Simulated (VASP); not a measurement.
Data:

```xyz
4
Lattice="2.1644 -3.7489 0.0000 2.1644 3.7489 0.0000 0.0000 0.0000 7.0546" Properties=species:S:1:pos:R:3 pbc="T T T"
Cd     2.1644    -1.2496     3.5273
Cd     2.1644     1.2496     0.0000
Se     2.1644    -1.2496     6.1798
Se     2.1644     1.2496     2.6525
```

The numbers are results of AM05 GGA, VASP's PBE PAW potentials (set 64) (plane waves; VASP), not measurements. Numerical set-up: 520 eV cut-off, 7×7×4 Γ-centred mesh, tetrahedra with Blöchl corrections, potentials Cd Se.

The cores are frozen, which limits the accuracy of field gradients.

Problem. Give the principal components of the electric field gradient (V/Å²) and the asymmetry η at each nucleus.

Solution. 
```
atom   Vxx   Vyy  Vzz     η
----  ----  ----  ---  ----
Cd1   -1.1  -1.1  2.1  0.00
Cd2   -1.1  -1.1  2.1  0.00
Se3   -0.5  -0.5  1.1  0.00
Se4   -0.5  -0.5  1.1  0.00
```

The compound is CdSe in the wurtzite structure. It was relaxed first.
